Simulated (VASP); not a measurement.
Energy against volume of MoSi2 (MoSi2 type). Computed with AM05 GGA, VASP's PBE PAW potentials (set 64) (plane waves; VASP 6.6.1). Run with 520 eV cut-off, 13×13×13 Γ-centred mesh, first-order Methfessel-Paxton smearing of 0.10 eV, potentials Si Mo_sv.

Shape and ions are relaxed at each volume.

```csv
V (Å³/atom),E (eV/atom)
12.401,-8.20119
12.797,-8.22931
13.192,-8.23791
13.588,-8.22989
```

Q: Fit these four points and predict the energy of the run at 13.984 Å³/atom.

A: A cubic in V^(−2/3), the third-order Birch-Murnaghan form, passes through the four points with V0 = 13.19 Å³/atom and B0 = 224 GPa, and gives -8.2076 eV/atom there. The run gave -8.2077 eV/atom, -0.1 meV/atom from the fit; all five points give B0 = 224 GPa.

The compound is MoSi2 in the MoSi2 type structure. It was relaxed first.
